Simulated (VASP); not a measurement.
Given:

```
CELL_PARAMETERS angstrom
      1.75000    -3.03109     0.00000
      1.75000     3.03109     0.00000
      0.00000     0.00000     5.55000
ATOMIC_POSITIONS crystal
  Lu 0.33333 0.66667 0.25000
  Lu 0.66667 0.33333 0.75000
```

These are PBE GGA with D3 dispersion (zero damping), VASP's PBE PAW potentials (set 64) (plane waves; VASP) values and carry that method's errors. Numerical set-up: 520 eV cut-off, 11×11×6 Γ-centred mesh, first-order Methfessel-Paxton smearing of 0.10 eV, potentials Lu_3.

Energy and stress use the plane-wave basis of the starting cell.

Question: The ions, cell shape and volume are relaxed. Which structure does the run end with?

Answer: 
```
CELL_PARAMETERS angstrom
      1.73242    -3.00064     0.00000
      1.73242     3.00064     0.00000
      0.00000     0.00000     5.38729
ATOMIC_POSITIONS crystal
  Lu 0.33333 0.66667 0.25000
  Lu 0.66667 0.33333 0.75000
```
Space group P6_3/mmc (194), at a tolerance of 0.03 Å.

Question: How do energy and volume change from the first to the last step?

Answer: The energy (σ→0) changes by -11.8 meV/atom and the volume by -4.9 %, in 11 ionic steps.

| step | E(σ→0) (eV) | max force (eV/Å) | pressure (GPa) | volume (Å³) |
|---|---|---|---|---|
| 1 | -9.5374 | 0.000 | -2.17 | 58.88 |
| 2 | -9.5602 | 0.000 | 0.43 | 55.54 |
| 3 | -9.5607 | 0.000 | 0.13 | 55.91 |
| 4 | -9.5607 | 0.000 | 0.07 | 55.96 |
| 5 | -9.5610 | 0.000 | -0.02 | 56.05 |
| 6 | -9.5610 | 0.000 | -0.06 | 56.08 |
| 7 | -9.5610 | 0.000 | -0.06 | 56.08 |
| 8 | -9.5610 | 0.000 | -0.04 | 56.06 |
| 9 | -9.5610 | 0.000 | -0.05 | 56.07 |
| 10 | -9.5610 | 0.000 | -0.04 | 56.08 |
| 11 | -9.5610 | 0.000 | 0.00 | 56.01 |

The compound is Lu in the hcp structure. This run relaxes it. Symmetry was kept, so distortions that lower it aren't found.
